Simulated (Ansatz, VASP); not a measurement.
# Li2CdCl4 (Li2CdCl4 (Imma)) in two plane-wave programs

Wanted: the spread between two codes on one cell, functional and k mesh. The structure shown is the end of the VASP relaxation below.

Main program and level: Ansatz 0.2.0; plane waves, with VASP 6.6.1 beside it; single point at PBEsol.

### Step 1. Starting point

It takes space group Imma (No. 74, orthorhombic). Conventional cell: a = 7.376 Å, b = 7.624 Å, c = 10.468 Å, α = 90.00°, β = 90.00°, γ = 90.00°. Nearest to Li lie 4 Cl at 2.36 to 2.41 Å. Nearest to Li lie 6 Cl at 2.55 to 2.57 Å. Cd has 6 Cl at 2.58 to 2.64 Å nearest. Nearest to Cl lie 3 Li at 2.36 to 2.55 Å and 1 Cd at 2.58 Å. Nearest to Cl lie 2 Li at 2.41 to 2.57 Å and 2 Cd at 2.64 Å. Farther neighbours and most contacts between anions are not listed.

Coordinates:

```cif
data_structure
_symmetry_space_group_name_H-M 'Imma'
_symmetry_Int_Tables_number 74
_cell_length_a 7.3762
_cell_length_b 7.6244
_cell_length_c 10.4680
_cell_angle_alpha 90.000
_cell_angle_beta 90.000
_cell_angle_gamma 90.000
_cell_volume 588.71
loop_
_atom_site_label
_atom_site_type_symbol
_atom_site_symmetry_multiplicity
_atom_site_Wyckoff_symbol
_atom_site_fract_x
_atom_site_fract_y
_atom_site_fract_z
_atom_site_occupancy
Li1 Li 4 e 0.50000 0.25000 0.64200 1
Li2 Li 4 c 0.75000 0.25000 0.25000 1
Cd1 Cd 4 b 0.00000 0.00000 0.50000 1
Cl1 Cl 8 h 0.00000 0.01887 0.25439 1
Cl2 Cl 8 i 0.75237 0.25000 0.49551 1
```

### Step 2. VASP: relaxation, PBEsol

This run makes the geometry at which the two programs are then compared.

Lines of VASP's logs that name or quote its potential files are left out, and so is its time.

The input, INCAR:

```
SYSTEM = Li2CdCl4
PREC = Accurate
ENCUT = 360
EDIFF = 1E-06
NELM = 120
ISMEAR = 0
SIGMA = 0.05
LREAL = Auto
ALGO = Normal
GGA = PS
NBANDS = 56
LORBIT = 11
LWAVE = .FALSE.
LCHARG = .FALSE.
KPAR = 4
IBRION = 2
NSW = 40
ISIF = 3
EDIFFG = -0.02
POTIM = 0.4
```

The input, POSCAR:

```
Li2CdCl4
1.0
   -3.7282794000      3.8319047000      5.2529342000
    3.7282794000     -3.8319047000      5.2529342000
    3.7282794000      3.8319047000     -5.2529342000
Li Cd Cl
4 2 8
Direct
    0.8877513100      0.1377513100      0.7500000000
    0.5000000000      0.0000000000      0.0000000000
    0.5000000000      0.5000000000      0.5000000000
    0.1122486900      0.8622486900      0.2500000000
    0.5000000000      0.5000000000      0.0000000000
    0.0000000000      0.5000000000      0.5000000000
    0.2703486400      0.2535038100      0.0168448300
    0.7450504700      0.2478477700      0.0027973000
    0.7366589800      0.2535038100      0.4831551700
    0.7450504700      0.7422531700      0.4972027000
    0.2549495300      0.2577468300      0.5027973000
    0.2633410200      0.7464961900      0.5168448300
    0.2549495300      0.7521522300      0.9972027000
    0.7296513600      0.7464961900      0.9831551700
```

The input, KPOINTS:

```
Automatic mesh
0
Gamma
4 4 4
0 0 0
```

The projector-augmented-wave data sets are Li, Cd and Cl (PBE family, release 64).

On the command line:

```bash
mpirun -np 4 vasp_std
```

Numbers of over 12 decimals in the logs are rounded to 6 here.

Output:

```text
[banner, memory and clock lines left out]
running    4 mpi-ranks, on    1 nodes
 distrk:  each k-point on    1 cores,    4 groups
 distr:  one band on    1 cores,    1 groups

 POSCAR found type information on POSCAR LiCdCl
 POSCAR found :  3 types and      14 ions
|                                                                             |
|               ----> ADVICE to this user running VASP <----                  |
|                                                                             |
|     You enforced a specific xc type in the INCAR file but a different       |
|     [... a line on the potential file left out ...]
|     I HOPE YOU KNOW WHAT YOU ARE DOING!                                     |
|                                                                             |

 LDA part: xc-table for (Slater+PW92), standard interpolation
 POSCAR, INCAR and KPOINTS ok, starting setup
 FFT: planning ... GRIDC
 FFT: planning ... GRID_SOFT
 FFT: planning ... GRID
 WAVECAR not read
 entering main loop
       N       E                     dE             d eps       ncg     rms          rms(c)
DAV:   1     0.483159591909E+03    0.48316E+03   -0.30745E+04  2016   0.981E+02
DAV:   2    -0.815494948057E+01   -0.49131E+03   -0.47633E+03  2520   0.250E+02
DAV:   3    -0.488982543478E+02   -0.40743E+02   -0.40589E+02  2392   0.754E+01
DAV:   4    -0.494944845005E+02   -0.59623E+00   -0.59553E+00  2432   0.102E+01
DAV:   5    -0.495064170736E+02   -0.11933E-01   -0.11930E-01  2448   0.142E+00    0.111E+01
DAV:   6    -0.474455378865E+02    0.20609E+01   -0.35391E+00  2816   0.178E+01    0.987E+00
DAV:   7    -0.472497449393E+02    0.19579E+00   -0.17135E+00  2440   0.598E+00    0.574E+00
DAV:   8    -0.472591134856E+02   -0.93685E-02   -0.47538E-01  2424   0.440E+00    0.146E+00
DAV:   9    -0.472430576270E+02    0.16056E-01   -0.73439E-02  2496   0.213E+00    0.420E-01
DAV:  10    -0.472447967584E+02   -0.17391E-02   -0.11889E-02  2416   0.432E-01    0.138E-01
DAV:  11    -0.472452008191E+02   -0.40406E-03   -0.64962E-04  2384   0.123E-01    0.860E-02
DAV:  12    -0.472453536481E+02   -0.15283E-03   -0.23427E-04  2488   0.744E-02    0.400E-02
DAV:  13    -0.472454075946E+02   -0.53946E-04   -0.14190E-04  2520   0.442E-02    0.149E-02
DAV:  14    -0.472454140379E+02   -0.64433E-05   -0.18742E-05  2248   0.181E-02    0.943E-03
DAV:  15    -0.472454155618E+02   -0.15239E-05   -0.44758E-06  2160   0.777E-03    0.504E-03
DAV:  16    -0.472454159508E+02   -0.38900E-06   -0.75553E-07  1600   0.494E-03
   1 F= -.47245416E+02 E0= -.47245416E+02  d E =-.472454E+02
[... from here on, the cycles between the ionic steps are left out ...]
   2 F= -.47262069E+02 E0= -.47262069E+02  d E =-.166528E-01
   3 F= -.47263697E+02 E0= -.47263697E+02  d E =-.182807E-01
   4 F= -.47263693E+02 E0= -.47263693E+02  d E =-.182771E-01
   5 F= -.47264048E+02 E0= -.47264048E+02  d E =-.355338E-03
   6 F= -.47264873E+02 E0= -.47264873E+02  d E =-.117989E-02
   7 F= -.47265377E+02 E0= -.47265377E+02  d E =-.168433E-02
   8 F= -.47265818E+02 E0= -.47265818E+02  d E =-.440371E-03
   9 F= -.47266449E+02 E0= -.47266449E+02  d E =-.107182E-02
 curvature:  -7.53 expect dE=-0.148E-02 dE for cont linesearch -0.726E-05
 trial: gam= 0.36101 g(F)=  0.103E-03 g(S)=  0.942E-04 ort = 0.240E-04 (trialstep = 0.283E+01)
 search vector abs. value=  0.292E-03
 bond charge predicted
       N       E                     dE             d eps       ncg     rms          rms(c)
DAV:   1    -0.472693406729E+02   -0.28924E-02   -0.15499E-01  2040   0.173E+00    0.397E-01
DAV:   2    -0.472671307979E+02    0.22099E-02   -0.11630E-02  2408   0.540E-01    0.143E-01
DAV:   3    -0.472667819910E+02    0.34881E-03   -0.90225E-04  2392   0.139E-01    0.106E-01
DAV:   4    -0.472667283747E+02    0.53616E-04   -0.11520E-04  2416   0.437E-02    0.373E-02
DAV:   5    -0.472667174601E+02    0.10915E-04   -0.82182E-06  2376   0.160E-02    0.787E-03
DAV:   6    -0.472667167566E+02    0.70351E-06   -0.10815E-06  1384   0.561E-03
  10 F= -.47266717E+02 E0= -.47266717E+02  d E =-.267532E-03
 trial-energy change:   -0.000268  1 .order   -0.000276   -0.000582    0.000031
 step:   2.6766(harm=  2.6885)  dis= 0.00279  next Energy=   -47.266718 (dE=-0.268E-03)
 reached required accuracy - stopping structural energy minimisation
```

OUTCAR, selected parts (step 2):

```text
ion  position               nearest neighbor table
   1  0.888  0.138  0.750-   9 2.38   7 2.38   8 2.41  10 2.41
   2  0.500  0.000  0.000-   8 2.57  13 2.57   7 2.58  14 2.58   9 2.58  12 2.58
   3  0.500  0.500  0.500-  10 2.57  11 2.57   9 2.58  12 2.58   7 2.58  14 2.58
   4  0.112  0.862  0.250-  12 2.38  14 2.38  13 2.41  11 2.41
   5  0.500  0.500  0.000-   7 2.59  14 2.59  13 2.66   8 2.66  10 2.66  11 2.66
   6  0.000  0.500  0.500-   9 2.59  12 2.59  11 2.66  10 2.66   8 2.66  13 2.66
   7  0.270  0.254  0.017-   1 2.38   2 2.58   3 2.58   5 2.59
   8  0.745  0.248  0.003-   1 2.41   2 2.57   5 2.66   6 2.66
   9  0.737  0.254  0.483-   1 2.38   2 2.58   3 2.58   6 2.59
  10  0.745  0.742  0.497-   1 2.41   3 2.57   6 2.66   5 2.66
  11  0.255  0.258  0.503-   4 2.41   3 2.57   6 2.66   5 2.66
  12  0.263  0.746  0.517-   4 2.38   3 2.58   2 2.58   6 2.59
  13  0.255  0.752  0.997-   4 2.41   2 2.57   5 2.66   6 2.66
  14  0.730  0.746  0.983-   4 2.38   2 2.58   3 2.58   5 2.59

  LATTYP: Found a body centered orthorhombic cell.
 ALAT       =     7.4565588000
 B/A-ratio  =     1.0277944030
 C/A-ratio  =     1.4089432782

 Subroutine GETGRP returns: Found  8 space group operations
 (whereof  4 operations were pure point group operations)

The static configuration has the point symmetry C_2h.
 The point group associated with its full space group is D_2h.

 Found     18 irreducible k-points:

   k-points           NKPTS =     18   k-points in BZ     NKDIM =     18   number of bands    NBANDS=     56

   dimension x,y,z NGX =    48 NGY =   48 NGZ =   48
   dimension x,y,z NGXF=    96 NGYF=   96 NGZF=   96

   ENCUT  =  360.0 eV  26.46 Ry    5.14 a.u.  11.60 11.60 11.60*2*pi/ulx,y,z

   NELECT =      84.0000    total number of electrons

 k-points in reciprocal lattice and weights: Automatic mesh
   0.00000000  0.00000000  0.00000000       0.016
   0.25000000  0.00000000 -0.00000000       0.062
   0.50000000  0.00000000 -0.00000000       0.031
   0.00000000  0.25000000  0.00000000       0.062
   0.25000000  0.25000000  0.00000000       0.125
   0.50000000  0.25000000 -0.00000000       0.125
  -0.25000000  0.25000000  0.00000000       0.062
   0.00000000  0.50000000  0.00000000       0.031
   0.25000000  0.50000000 -0.00000000       0.125
[...]
-0.25000000 -0.25000000  0.25000000       0.031
   0.50000000  0.50000000  0.50000000       0.016

 average (electrostatic) potential at core
       1 -27.6497       2 -27.5562       3 -27.5562       4 -27.6497       5 -39.3651
       6 -39.3651       7 -93.5854       8 -93.9125       9 -93.5854      10 -93.9125
      11 -93.9125      12 -93.5854      13 -93.9125      14 -93.5854

 E-fermi :   0.1418

 k-point     1 :       0.0000    0.0000    0.0000
  band No.  band energies     occupation
    ...
     38      -0.4026      2.00000
     39      -0.3659      2.00000
     40      -0.3091      2.00000
     41      -0.2090      2.00000
     42      -0.0933      2.00000
     43       3.5384      0.00000
     44       4.0792      0.00000
     45       6.2566      0.00000
     46       6.2991      0.00000
     47       6.3328      0.00000
    ...

 k-point     2 :       0.2500    0.0000   -0.0000
  band No.  band energies     occupation
    ...
     38      -0.4941      2.00000
     39      -0.3634      2.00000
     40      -0.3507      2.00000
     41      -0.3168      2.00000
     42      -0.1978      2.00000
     43       4.0468      0.00000
     44       4.4260      0.00000
     45       6.4041      0.00000
     46       6.6573      0.00000
     47       6.7379      0.00000
    ...

 k-point     3 :       0.5000    0.0000   -0.0000
  band No.  band energies     occupation
    ...
     38      -0.6221      2.00000
     39      -0.4306      2.00000
     40      -0.3697      2.00000
     41      -0.3164      2.00000
     42      -0.2470      2.00000
     43       4.6617      0.00000
     44       4.7899      0.00000
     45       6.5201      0.00000
     46       6.5557      0.00000
     47       7.1616      0.00000
    ...

  Total       -0.0872225     -0.0966471     -0.0543026      0.0000000      0.0000000      0.0000000
  in kB       -0.4747556     -0.5260544     -0.2955712      0.0000000      0.0000000      0.0000000
  external PRESSURE =      -0.4321271 kB  Pullay stress =       0.0000000 kB

  energy-cutoff  :      360.00
  volume of cell :      294.35
      direct lattice vectors                 reciprocal lattice vectors
    -3.688080145  3.812192279  5.234000210     0.000000000  0.131158127  0.095529228
     3.688080145 -3.812192279  5.234000210     0.135571891  0.000000000  0.095529228
     3.688080145  3.812192279 -5.234000210     0.135571891  0.131158127  0.000000000

 POSITION                                       TOTAL-FORCE (eV/Angst)
 -----------------------------------------------------------------------------------
      0.00000      5.71829      1.48649         0.000000      0.000000      0.000141
     -1.84404      1.90610      2.61700         0.000000      0.000000      0.000000
      1.84404      1.90610      2.61700         0.000000      0.000000      0.000000
      3.68808     -1.90610      3.74751         0.000000      0.000000     -0.000141
      0.00000      0.00000      5.23400         0.000000      0.000000      0.000000
      3.68808      0.00000      0.00000         0.000000      0.000000      0.000000
     -0.00000      0.14385      2.66294         0.000000     -0.005327      0.011369
     -1.82656      1.90610      5.18695         0.011734     -0.000000      0.012195
      0.00000      3.66834      2.66294         0.000000      0.005327      0.011369
      1.82656      1.90610      5.18695        -0.011734      0.000000      0.012195
      1.86152      1.90610      0.04705         0.011734      0.000000     -0.012195
      3.68808      0.14385      2.57106        -0.000000     -0.005327     -0.011369
      5.51464      1.90610      0.04705        -0.011734      0.000000     -0.012195
      3.68808      3.66834      2.57106        -0.000000      0.005327     -0.011369
 -----------------------------------------------------------------------------------
    total drift:                               -0.000000     -0.000000      0.000000

  FREE ENERGIE OF THE ION-ELECTRON SYSTEM (eV)
  ---------------------------------------------------
  free  energy   TOTEN  =       -47.2667167566 eV

  energy  without entropy=      -47.2667167566  energy(sigma->0) =      -47.26671676

 reached required accuracy - stopping structural energy minimisation

 total charge
# of ion       s       p       d       tot
------------------------------------------
    1        0.075   0.137   0.000   0.212
    2        0.062   0.115   0.000   0.178
    3        0.062   0.115   0.000   0.178
    4        0.075   0.137   0.000   0.212
    5        0.337   0.256   9.609  10.202
    6        0.337   0.256   9.609  10.202
    7        1.583   3.534   0.000   5.117
    8        1.586   3.519   0.000   5.104
    9        1.583   3.534   0.000   5.117
   10        1.586   3.519   0.000   5.104
   11        1.586   3.519   0.000   5.104
   12        1.583   3.534   0.000   5.117
   13        1.586   3.519   0.000   5.104
   14        1.583   3.534   0.000   5.117
--------------------------------------------------
tot         13.623  29.229  19.218  62.070

[... 3 further parts left out ...]
```

CONTCAR:

```
Li2CdCl4
   1.00000000000000
    -3.6880801454079979    3.8121922787280509    5.2340002103100378
     3.6880801454079979   -3.8121922787280509    5.2340002103100378
     3.6880801454079979    3.8121922787280509   -5.2340002103100378
  Li              Cd              Cl
     4     2     8
Direct
     0.8920035918574094    0.1420035918574094    0.7500000000000000
     0.5000000000000000    0.0000000000000000    0.0000000000000000
     0.5000000000000000    0.5000000000000000    0.5000000000000000
     0.1079964081425905    0.8579964081425906    0.2500000000000000
     0.5000000000000000    0.5000000000000000    0.0000000000000000
     0.0000000000000000    0.5000000000000000    0.5000000000000000
     0.2732559314181583    0.2543886314773918    0.0188672999407594
     0.7455054488170886    0.2478752299587050    0.0023697811416165
     0.7355213315366325    0.2543886314773918    0.4811327000592407
     0.7455054488170886    0.7431356676754649    0.4976302188583835
     0.2544945511829115    0.2568643323245350    0.5023697811416165
     0.2644786684633675    0.7456113685226080    0.5188672999407594
     0.2544945511829115    0.7521247700412951    0.9976302188583835
     0.7267440685818417    0.7456113685226080    0.9811327000592406
```

[end of part 1 of 2]

[Lines on the potential files, build, host, timing and source positions are cut from VASP's logs without a mark.]

[Logs are printed without paths, hosts, clocks, repeated set-up lines and the standing remarks that a program may print on its own settings, such as how far it seeks lower states.]

[Hosts, paths, dates, database ids (printed as entryN), source tags and the programs' standing remarks are cut or masked in the printed files.]
